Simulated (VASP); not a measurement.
Input of a VASP 6.6.1 run:

File INCAR:

```
SYSTEM = Na2BrCl
PREC = Accurate ; ENCUT = 520
EDIFF = 1E-6 ; ISMEAR = 0
SIGMA = 0.05 ; LREAL = .False.
LASPH = .True. ; NELM = 100
ALGO = Fast ; ISIF = 2
LWAVE = .False. ; LCHARG = .False.
GGA = CA ; NBANDS = 22
```

Contents of KPOINTS:

```
Automatic mesh
0
Gamma
  9 9 9
  0 0 0
```

Contents of POSCAR:

```
Na2BrCl
1.0
    1.9888625555      1.1482703318      6.3683807961
   -1.9888625555      1.1482703318      6.3683807961
    0.0000000000     -2.2965406636      6.3683807961
Na Br Cl
2 1 1
Direct
    0.2545086910      0.2545086910      0.2545086910
    0.7454913090      0.7454913090      0.7454913090
    0.5000000000      0.5000000000      0.5000000000
    0.0000000000      0.0000000000      0.0000000000
```

Potentials or basis: VASP PAW LDA potentials, release 64 (Na_pv, Br, Cl).

Command:

```bash
$ cat potpaw_LDA.64/Na_pv/POTCAR potpaw_LDA.64/Br/POTCAR potpaw_LDA.64/Cl/POTCAR > POTCAR
$ mpirun -np 1 vasp_std > vasp.out
```

(1) Predict the pressure.

(2) Predict the largest force.

(3) What does it give for the band gap on the k mesh?

Results:

(1) 0.6 GPa.

(2) 0.010 eV/Å.

(3) 4.30 eV, direct.

Caveat: an odd mesh through Γ misses points on the zone boundary, where band edges often lie.
